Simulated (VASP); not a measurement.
Given:

```
CELL_PARAMETERS angstrom
      3.83500     0.00000     0.00000
      0.00000     3.83500     0.00000
      0.00000     0.00000     3.83500
ATOMIC_POSITIONS crystal
  Y  0.00000 0.00000 0.00000
  S  0.50000 0.50000 0.50000
```

These are PBEsol GGA, VASP's PBE PAW potentials (set 64) (plane waves; VASP) values and carry that method's errors. Run with 400 eV cut-off, 9×9×9 Γ-centred mesh, first-order Methfessel-Paxton smearing of 0.10 eV, potentials Y_sv S.

Energy and stress use the plane-wave basis of the starting cell.

Q: The ions, cell shape and volume are relaxed. Predict the relaxed structure.

A: 
```
CELL_PARAMETERS angstrom
      3.35752     0.00000     0.00000
      0.00000     3.35752     0.00000
      0.00000     0.00000     3.35752
ATOMIC_POSITIONS crystal
  Y  0.00000 0.00000 0.00000
  S  0.50000 0.50000 0.50000
```
Space group Pm-3m (221), at a tolerance of 0.03 Å.

Q: How do energy and volume change from the first to the last step?

A: The energy (σ→0) changes by -703.2 meV/atom and the volume by -32.9 %, in 3 ionic steps.

The structure was generated: YS was put into the CsCl type type (Pm-3m), which need not be its known phase. This run relaxes it. Symmetry was kept, so distortions that lower it aren't found. The electron count is odd and the run is not spin-polarised, which forces a metal.
